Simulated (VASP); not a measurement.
Energy against volume of LiCl (rock salt). These are vdW-DF-cx, VASP's PBE PAW potentials (set 64) (plane waves; VASP) values and carry that method's errors. Run with 520 eV cut-off, 9×9×9 Γ-centred mesh, Gaussian smearing of 0.050 eV, potentials Li_sv Cl.

| V (Å³/atom) | E (eV/atom) |
|---|---|
| 15.488 | -2.44752 |
| 15.982 | -2.45351 |
| 16.476 | -2.45568 |
| 16.971 | -2.45454 |

### Question
Fit these four points and predict the energy of the run at 17.465 Å³/atom.

### Answer
A cubic in V^(−2/3), the third-order Birch-Murnaghan form, passes through the four points with V0 = 16.54 Å³/atom and B0 = 35 GPa, and gives -2.4505 eV/atom there. The run gave -2.4506 eV/atom, -0.1 meV/atom from the fit; all five points give B0 = 35 GPa.

The compound is LiCl in the rock salt structure. It was relaxed first.
